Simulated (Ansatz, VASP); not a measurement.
# Ti9Al44O84 (glassy 29TiO2-71Al2O3 (mol %)) in two plane-wave programs, part 2 of 2

Wanted: the spread between two codes on one cell, functional and k mesh. Of the first pair: The structure shown is the start of the Ansatz relaxation below; VASP solves that cell, so the two are compared at the walk's first step.

VASP 6.6.1 and Ansatz 0.2.0.

So far. Step 3 (VASP: single point, LDA, start cell, pair 1): The run ends at a pressure of 3.77 GPa, with forces up to 5.6 eV/Å.

**6. VASP: single point, LDA, relaxed cell, pair 2**

Level of this step: LDA, no spin polarisation; plane waves and PAW (Ti_sv, Al, O) (VASP).

The same cell, functional (in two slightly different forms) and mesh now go to VASP, with its own data sets.

The input, INCAR:

```
SYSTEM = Ti9Al44O84
PREC = Accurate
ENCUT = 600
EDIFF = 1E-06
NELM = 120
ISMEAR = 0
SIGMA = 0.01
LREAL = Auto
ALGO = Normal
GGA = CA
NBANDS = 467
LASPH = .TRUE.
LORBIT = 11
LWAVE = .FALSE.
LCHARG = .FALSE.
ISIF = 2
GGA_COMPAT = .FALSE.
EFERMI = MIDGAP
```

The input, POSCAR:

```
Ti9Al44O84
1.0
   11.3579230000      0.1088720000      0.0837130000
    0.1088720000     11.2128880000     -0.0061280000
    0.0837130000     -0.0061280000     11.6825880000
Ti Al O
9 44 84
Direct
    0.4492000000      0.7904700000      0.4067900000
    0.3363400000      0.5177000000      0.8287000000
    0.1456100000      0.7592100000      0.4398000000
    0.7939100000      0.4212200000      0.5578900000
    0.2604500000      0.3512400000      0.0634600000
    0.8240300000      0.7225400000      0.5191300000
    0.3441900000      0.1107600000      0.1731400000
    0.4577900000      0.5062100000      0.3375300000
    0.0079700000      0.9489700000      0.2136100000
    0.4205900000      0.6129500000      0.0553600000
    0.9860000000      0.1740100000      0.6198300000
    0.8119700000      0.5815400000      0.1995600000
    0.9258500000      0.5259800000      0.7814300000
    0.7366200000      0.0588800000      0.1629500000
    0.7290000000      0.7393700000      0.7895700000
    0.1452400000      0.7364400000      0.9269900000
    0.6070200000      0.4698400000      0.1298100000
    0.7389300000      0.5088600000      0.9366500000
    0.2063200000      0.5720000000      0.2212700000
    0.7491700000      0.9611300000      0.9371200000
    0.6573400000      0.7501800000      0.0492000000
    0.6119300000      0.1352600000      0.6084200000
    0.5090500000      0.9606100000      0.0528000000
    0.6501300000      0.9816400000      0.4227300000
    0.4426200000      0.7862300000      0.8900100000
    0.3533600000      0.7466100000      0.6449400000
    0.2461300000      0.9273700000      0.8249400000
    0.5165800000      0.2996600000      0.4669100000
    0.0015500000      0.5256600000      0.0560900000
    0.1513000000      0.0483900000      0.3973300000
[... 101 atom lines left out ...]
    0.4205200000      0.6343600000      0.9038200000
    0.0034300000      0.6151000000      0.6956100000
    0.1475800000      0.3631800000      0.5078400000
    0.5764400000      0.7713300000      0.7765300000
    0.3175500000      0.0718100000      0.8520600000
    0.3694700000      0.2935500000      0.1634100000
```

The input, KPOINTS:

```
Automatic mesh
0
Gamma
1 1 1
0 0 0
```

The projector-augmented-wave data sets are Ti_sv, Al and O (LDA family, release 64).

Run with:

```
export OMP_NUM_THREADS=4
mpirun -np 1 vasp_gam
```

Numbers of over 12 decimals in the logs are rounded to 6 here.

Log:

```text
[... set-up lines as in an earlier step ...]
 entering main loop
       N       E                     dE             d eps       ncg     rms          rms(c)
DAV:   1     0.967088954520E+04    0.96709E+04   -0.46143E+05   934   0.188E+03
DAV:   2     0.804156618262E+02   -0.95905E+04   -0.90074E+04  1102   0.483E+02
DAV:   3    -0.125213419556E+04   -0.13325E+04   -0.13096E+04  1041   0.193E+02
DAV:   4    -0.133818858506E+04   -0.86054E+02   -0.85668E+02  1300   0.492E+01
[...]
DAV:  18    -0.114591754655E+04    0.33587E-05   -0.23853E-05  1380   0.151E-02    0.107E-02
DAV:  19    -0.114591754535E+04    0.12049E-05   -0.13554E-05  1356   0.103E-02    0.663E-03
DAV:  20    -0.114591754461E+04    0.73938E-06   -0.28673E-06   764   0.457E-03
   1 F= -.11459175E+04 E0= -.11459175E+04  d E =0.000000E+00
```

OUTCAR, selected parts (step 6):

```text
  Total        6.9405904      6.8284795      6.8573216     -0.0476264     -0.4043465     -0.3218376
  in kB        7.4750663      7.3543221      7.3853852     -0.0512939     -0.4354841     -0.3466214
  external PRESSURE =       7.4049245 kB  Pullay stress =       0.0000000 kB

 POSITION                                       TOTAL-FORCE (eV/Angst)
[...]
10.63894      5.41462      5.34194        -0.022868      0.051560      0.014682
      5.38392      5.16314      5.80671        -0.019052      0.002379      0.001871
     11.01328      6.21499      2.56881         0.075127     -0.027323     -0.008784
      5.77350      1.41758      0.79952        -0.007230      0.024104      0.021804
      1.28583     10.12080      4.56118        -0.072827      0.072008     -0.061876
     10.57937      9.44771      3.10051        -0.067952     -0.171777      0.055625
      8.16878      0.31323      6.60570         0.014187     -0.014896     -0.055509
      8.85114      6.66465      6.62854        -0.110270     -0.130889      0.072706
     10.15455      0.54526      1.57406         0.003138      0.017379     -0.021964
      8.10209     11.03456      9.29373        -0.005894      0.019322      0.032387
      7.96181      4.20641     10.28801        -0.053783     -0.000784      0.034781
      2.61947      5.24974      8.28656         0.022720      0.016057      0.004520
      5.83925     10.60152      4.52929        -0.005413      0.088217     -0.018357
      7.16676      6.54902      0.25699        -0.054714      0.074126      0.003166
[...]
-----------------------------------------------------------------------------------
    total drift:                               -0.000296      0.041509     -0.018883

  FREE ENERGIE OF THE ION-ELECTRON SYSTEM (eV)
  ---------------------------------------------------
  free  energy   TOTEN  =     -1145.9175446061 eV

  energy  without entropy=    -1145.9175446061  energy(sigma->0) =    -1145.91754461

[... 1 part as in an earlier step ...]

[... 2 further parts left out ...]
[key lines of the parts left out:]
E-fermi :   5.0226
```

The run ends at a pressure of 0.74 GPa, with forces up to 0.19 eV/Å.

**7. Side by side**

What differs besides the data sets and the points named for the pairs above, as far as they apply: the cutoff is 420 eV in Ansatz and 600 eV in VASP (PREC = Accurate, projectors in real space). Total energies have different zeros and are not compared.

Both answers:

| quantity | Ansatz | VASP | difference |
| --- | --- | --- | --- |
| pressure (GPa) | 0.02 | 0.74 | -0.72 |
| gap on the k mesh (eV) | 2.954 | 2.929 | +0.024 |

Forces on 7 of the 137 atoms, those with the largest forces and the largest differences (eV/Å; atoms numbered as in POSCAR):

| atom | Ansatz x, y, z | VASP x, y, z |
| --- | --- | --- |
| Ti1 | -0.010, 0.006, -0.004 | 0.057, 0.029, -0.170 |
| Ti3 | 0.009, -0.002, 0.003 | -0.006, -0.096, 0.104 |
| Ti6 | 0.002, 0.018, -0.002 | 0.041, 0.181, -0.002 |
| O66 | 0.003, -0.001, 0.011 | 0.100, 0.026, 0.150 |
| O78 | 0.004, -0.004, 0.002 | -0.068, -0.172, 0.056 |
| O80 | -0.012, -0.007, 0.005 | -0.110, -0.131, 0.073 |
| O105 | 0.017, -0.018, -0.006 | 0.131, 0.048, -0.012 |

The forces differ by 41 meV/Å r.m.s., where the r.m.s. force is 0.005 eV/Å in Ansatz and 0.042 eV/Å in VASP: the atoms lie near their places of rest in Ansatz, so a percentage would say little (all taken over all components). A gap on the mesh is an upper bound, since the band edges may lie between its points.

**8. Results**

| Property | Result |
| --- | --- |
| r.m.s. force difference (single point, LDA, start cell, pair 1) | 5.1 % of the r.m.s. force |
| r.m.s. force difference (single point, LDA, relaxed cell, pair 2) | 41 meV/Å |
| difference in pressure (single point, LDA, relaxed cell, pair 2) | -0.72 GPa |

**Reading.** The r.m.s. force difference is 41 meV/Å (single point, LDA, relaxed cell, pair 2), beyond the 12 meV/Å picked in this series as the mark of a large difference. What causes the difference of the single point, LDA, start cell, pair 1 pair stays open here. What causes the difference of the single point, LDA, relaxed cell, pair 2 pair stays open here. Such differences can come from data sets, numerical settings and the points named under the comparisons, not from the functional's error against experiment.

[Lines on the potential files, build, host, timing and source positions are cut from VASP's logs without a mark.]

[Logs are printed without paths, hosts, clocks, repeated set-up lines and the standing remarks that a program may print on its own settings, such as how far it seeks lower states.]

[Hosts, paths, dates, database ids (printed as entryN), source tags and the programs' standing remarks are cut or masked in the printed files.]
